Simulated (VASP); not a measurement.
Given:

```xyz
6
Lattice="4.6947 0.0000 0.0000 0.0000 4.6947 0.0000 0.0000 0.0000 4.6947" Properties=species:S:1:pos:R:3 pbc="T T T"
Ag     3.5210     1.1737     3.5210
Ag     1.1737     3.5210     3.5210
Ag     3.5210     3.5210     1.1737
Ag     1.1737     1.1737     1.1737
O      0.0000     0.0000     0.0000
O      2.3474     2.3474     2.3474
```

Calculation: PBE GGA with D3 dispersion (zero damping), VASP's PBE PAW potentials (set 64) (plane waves; VASP 6.6.1). Settings: 520 eV cut-off, 7×7×7 Γ-centred mesh, first-order Methfessel-Paxton smearing of 0.10 eV, potentials Ag O.

Problem. Estimate the energy per atom (σ→0), pressure, band gap (on the k-mesh) with the smallest direct gap where there is one.

Solution. 
| Property | Result |
|---|---|
| band gap (on the k-mesh) | 0.06 eV |
| smallest direct gap (on the k-mesh) | 0.06 eV |
| energy per atom (σ→0) | -372.4 kJ/mol of atoms |
| pressure | 5.00 GPa |

The compound is Ag2O in the cuprite structure. This cell is one point of a volume scan, at 0.94 of the reference volume.
